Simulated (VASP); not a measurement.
RuRh under changes of volume

One of the cells (13.937 Å³/atom); the others are scaled copies at fixed shape and fractional positions:

```
Rh Ru
1.0
     2.72736    0.00000    0.00000
    -1.36368    2.36196    0.00000
     0.00000    0.00000    4.32683
Rh Ru
1 1
Direct
  0.66667 0.33333 0.00000
  0.00000 0.00000 0.50000
```

The cell comes from a database or a generator and needn't be the stable form of this composition.

```yaml
Program: VASP 6.6.1
Functional: PBEsol
Potentials_or_basis: VASP PAW PBE potentials, release 64 (Rh_pv, Ru_pv)
Cutoff: 520 eV
k_mesh: 11 × 11 × 6
Occupations: fermi-dirac, width 0.05 eV
Spin: no spin polarisation
```

| volume (Å³/atom) | energy over the lowest point (meV/atom) | pressure (GPa) |
| --- | --- | --- |
| 12.843 | ? | ? |
| 13.117 | 6.46 | 7.3 |
| 13.390 | 0.00 | 0.3 |
| 13.937 | 19.72 | -11.5 |
| 14.210 | 43.45 | -16.4 |
| 14.483 | 75.01 | -20.7 |

Question: What does the run at 12.843 Å³/atom give?

Answer: Energy over the lowest point 25.76 meV/atom; pressure 15.3 GPa.

Worked out: A Birch-Murnaghan fit of order 3 (a polynomial in V^(-2/3)) to the other rows has its minimum at 13.40 Å³/atom with B0 = V·E''(V) = 323 GPa and B' = 4.9 at fixed shape and positions, which overstates the stiffness. It gives 25.76 meV/atom at 12.843 Å³/atom, against the run's 25.76, and -dE/dV = 15.4 GPa, against 15.3.

Energies are extrapolated to zero smearing.

Caveats: the PAW data sets were made with another functional, which shifts forces and pressure a little.
